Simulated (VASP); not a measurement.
A convergence study with VASP on AlP (zinc blende): a few settings are varied, all else stays as given below, so the limit is that of these other settings.

```yaml
crystal:
  lattice:
    - [0.00000, 2.73000, 2.73000]
    - [2.73000, 0.00000, 2.73000]
    - [2.73000, 2.73000, 0.00000]
  atoms:
    - { symbol: Al, position: [0.00000, 0.00000, 0.00000] }
    - { symbol: P, position: [0.25000, 0.25000, 0.25000] }
```

These are HSE06 screened hybrid, VASP's PBE PAW potentials (set 64) (plane waves; VASP) values and carry that method's errors. The last row used: 520 eV cut-off, 4×4×4 Γ-centred mesh, Gaussian smearing of 0.050 eV, potentials Al P.

Gaps are read on the run's mesh, which can miss a band edge.

```csv
setting,E (eV/atom),pressure (GPa),gap on the mesh (eV),electronic steps
"ENCUT = 300, PRECFOCK = Fast",-5.9735,0.86,2.296,20
"ENCUT = 400, PRECFOCK = Fast",-5.9747,0.92,2.295,20
"ENCUT = 520, PRECFOCK = Fast",-5.9752,0.92,2.295,20
"ENCUT = 300, PRECFOCK = Normal",-5.9735,0.86,2.296,20
"ENCUT = 400, PRECFOCK = Normal",-5.9747,0.92,2.295,20
"ENCUT = 520, PRECFOCK = Normal",-5.9751,0.92,2.295,20
"ENCUT = 300, PRECFOCK = Accurate",-5.9735,0.86,2.296,20
"ENCUT = 400, PRECFOCK = Accurate",-5.9747,0.92,2.295,20
"ENCUT = 520, PRECFOCK = Accurate",-5.9751,0.92,2.295,20
```

Left out are rungs that failed or repeat a setting and relaxations that didn't move; long series are thinned to 24 rows.

The compound is AlP in the zinc blende structure. The cell was not relaxed at this level.
